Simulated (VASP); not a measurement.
Runs of VASP 6.6.1 on PtF2. Symmetry: Fm-3m, No. 225, cubic system. Conventional cell: a = 5.105 Å, b = 5.105 Å, c = 5.105 Å, α = 90.00°, β = 90.00°, γ = 90.00°. Pt (site symmetry m-3m) has 8 F at 2.21 Å as nearest neighbours. Around F (site symmetry -43m) lie 4 Pt at 2.21 Å. The cell comes from a database or a generator and needn't be the stable form of this composition.

```csv
level,potentials or basis,spin,U,fixed moment (μB),gap on the mesh (eV),pressure (GPa),moment (μB)
LDA+U,"VASP PAW LDA potentials, release 64 (Pt, F)","collinear, ferromagnetic start",Pt d U = 4 eV,-,none,18.3,(a)
PBE,"VASP PAW PBE potentials, release 64 (Pt, F)","collinear, ferromagnetic start",-,-,none,36.7,1.36
PBE+U,"VASP PAW PBE potentials, release 64 (Pt, F)","collinear, ferromagnetic start",Pt d U = 3 eV,-,none,35.8,2.01
PBE+U,"VASP PAW PBE potentials, release 64 (Pt, F)","collinear, random start",Pt d U = 3 eV,-,none,35.8,2.01
PBE,"VASP PAW PBE potentials, release 64 (Pt, F)","collinear, random start",-,-,none,36.7,1.36
PBE+U,"VASP PAW PBE potentials, release 64 (Pt, F)","collinear, ferromagnetic start",Pt d U = 3 eV,1,-,32.0,1.00
```

Alike in all rows: task single point; cell as given; k mesh 6 × 6 × 6; cutoff (eV) 520; smearing gaussian 0.05 eV.

Estimate the missing entries.

(a) 2.00.

Caveats: a pressure of tens of GPa on the cell as given is suspect, and the run, the potentials or the cell itself is likely at fault (some runs); the total moment is fixed, so each spin has its own Fermi level (some runs).

A k mesh can miss the band edges, and the runs leave out spin-orbit coupling on Pt.

A gap of «none» marks a metal or a gap under the smearing width.
